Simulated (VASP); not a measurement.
Input:

```
CELL_PARAMETERS angstrom
      0.00000     3.35147     3.35147
      3.35147     0.00000     3.35147
      3.35147     3.35147     0.00000
ATOMIC_POSITIONS crystal
  Sr 0.00000 0.00000 0.00000
  Te 0.50000 0.50000 0.50000
```

All values below come from SCAN meta-GGA, VASP's PBE PAW potentials (set 64) (plane waves; VASP). Run with 520 eV cut-off, 8×8×8 Γ-centred mesh, tetrahedra with Blöchl corrections, potentials Sr_sv Te.

Unless said otherwise, spin-orbit coupling is left out, though it shifts the bands of the heavy elements here.

Question: Give the energies of bands 6 to 11 at the high-symmetry points, in eV from the valence-band maximum.

Answer: 
```json
[
 {"band": "6", "Γ": "0.00", "X": "-1.98", "U": "-1.78", "L": "-2.77", "W": "-1.56"},
 {"band": "7", "Γ": "0.00", "X": "-0.75", "U": "-1.70", "L": "-1.06", "W": "-1.56"},
 {"band": "8", "Γ": "0.00", "X": "-0.75", "U": "-0.94", "L": "-1.06", "W": "-1.47"},
 {"band": "9", "Γ": "3.46", "X": "2.13", "U": "3.25", "L": "4.34", "W": "4.38"},
 {"band": "10", "Γ": "3.74", "X": "4.50", "U": "5.50", "L": "5.69", "W": "4.38"},
 {"band": "11", "Γ": "3.74", "X": "5.35", "U": "6.02", "L": "5.87", "W": "5.04"}
]
```

The gap is indirect, 2.13 eV, from the valence maximum at Γ to the conduction minimum at X.

The compound is SrTe in the rock salt structure. It was relaxed first.
